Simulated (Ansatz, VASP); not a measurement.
**Two plane-wave programs on LiGeH3**

```
Li Ge H
1.0
     5.08276    0.00000    0.00000
     0.00000    5.08276    0.00000
     0.00000    0.00000    4.13617
Li Ge H
2 2 6
Direct
  0.00000 0.50000 0.50000
  0.50000 0.00000 0.50000
  0.50000 0.50000 0.00000
  0.00000 0.00000 0.00000
  0.83048 0.33048 0.00000
  0.66952 0.83048 0.00000
  0.50000 0.50000 0.50000
  0.16952 0.66952 0.00000
  0.33048 0.16952 0.00000
  0.00000 0.00000 0.50000
```

Alike in both runs: task relaxation of cell and atoms; functional PBE; k mesh 8 × 8 × 10; occupations gaussian, width 0.1 eV; no spin polarisation.

```csv
,VASP,Ansatz
version,VASP 6.6.1,Ansatz 0.2.0
potentials or method,"VASP PAW PBE potentials, release 64 (Li_sv, Ge_d, H)","scalar-relativistic, plane waves, PAW"
plane-wave cutoff (eV),600,420
valence electrons in the cell,40,40
```

VASP gave:

| Quantity | Value |
| --- | --- |
| gap on the k mesh at the Fermi level, each at its own relaxed structure (eV) | none |
| relaxed volume (Å³/atom) | 10.55 |
| relaxed cell length with the largest relative difference (Å) | 5.371 |
| energy change over the relaxation (meV/atom) | -19 |

Problem. Which values does Ansatz return?

Solution. gap on the k mesh at the Fermi level, each at its own relaxed structure (eV): none; relaxed volume (Å³/atom): 10.59; relaxed cell length with the largest relative difference (Å): 5.380; energy change over the relaxation (meV/atom): -19.

A gap of «none» marks a metal or a gap that the smearing closes.

Caveats: the cutoff is under 1.25 times the usual one of these potentials, so pressure, stress and relaxed cells hold a basis-set (Pulay) error (VASP).
